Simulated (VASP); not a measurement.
Data:

```
CELL_PARAMETERS angstrom
      2.20206    -3.75547     0.00000
      2.20206     3.75547     0.00000
      0.00000     0.00000     4.93281
ATOMIC_POSITIONS crystal
  Se 0.00000 0.22500 0.66667
  Se 0.77500 0.77500 0.00000
  Se 0.23284 0.00784 0.33333
```

These are PBE GGA, VASP's PBE PAW potentials (set 64) (plane waves; VASP) values and carry that method's errors. Settings: 400 eV cut-off, 5×5×4 Γ-centred mesh, second-order Methfessel-Paxton smearing of 0.20 eV, potentials Se.

### Question
Estimate the energy per atom (σ→0), pressure, largest force.

### Answer

| Quantity | Value |
|---|---|
| energy per atom (σ→0) | -3.487 eV/atom |
| pressure | 2.92 GPa |
| largest force | 0.526 eV/Å |

The compound is Se in the trig structure. The cell was not relaxed at this level, atoms are displaced from their ideal sites. The run is one of a series of settings (ISMEAR = 2, SIGMA = 0.2 against the base run), some of them coarse on purpose.
